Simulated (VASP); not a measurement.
Computed with PBEsol GGA, VASP's PBE PAW potentials (set 64) (plane waves; VASP 6.6.1).

VASP input:

POSCAR:
```
W(111) slab
48.2016880
  0.0926310044   0.0000000000   0.0000000000
 -0.0463154918   0.0802208047   0.0000000000
  0.0000000000   0.0000000000   0.5000000003
W
10
Cart
  0.0926310044   0.0000000000   0.1704516697
  0.0463155520   0.0267402415   0.1853080434
 -0.0000000394   0.0534805632   0.1995596695
  0.0000000000   0.0000000000   0.2220174371
  0.0463155520   0.0267402415   0.2399064838
 -0.0000000394   0.0534805632   0.2600935165
  0.0000000000   0.0000000000   0.2779825632
  0.0463155520   0.0267402415   0.3004403308
 -0.0000000394   0.0534805632   0.3146919569
  0.0926310044   0.0000000000   0.3295483306
```

### INCAR
```
ALGO=Normal
DIPOL=0.5 0.5 0.5
EDIFF=1E-6
ENCUT=400
GGA=PS
IDIPOL=3
ISMEAR=1
LASPH=.TRUE.
LCHARG=.FALSE.
LDIPOL=.TRUE.
LMAXMIX=6
LORBIT=11
LREAL=.FALSE.
LVHAR=.TRUE.
LWAVE=.FALSE.
NELM=100
NELMIN=4
PREC=Normal
SIGMA=0.1
SYSTEM=W(111) slab
```

### KPOINTS
```
Automatic
0
Gamma
  7 7 1
0 0 0
```

POTCAR, in this order: W_sv (PBE.64 set). Program: vasp_std. Read from the step before: WAVECAR.

**Question.** What will the output report for the number of irreducible k-points (NKPTS), largest plane-wave count, number of space-group operations, FFT grid (NGX, NGY, NGZ)?

**Answer.** 
```json
{
 "number of irreducible k-points (NKPTS)": "8",
 "largest_plane_wave_count": "7609",
 "number_of_space_group_operations": "12",
 "FFT grid (NGX, NGY, NGZ)": "24 × 24 × 120"
}
```

The cell is a thin slab with vacuum, built from W (bcc): (111) face.
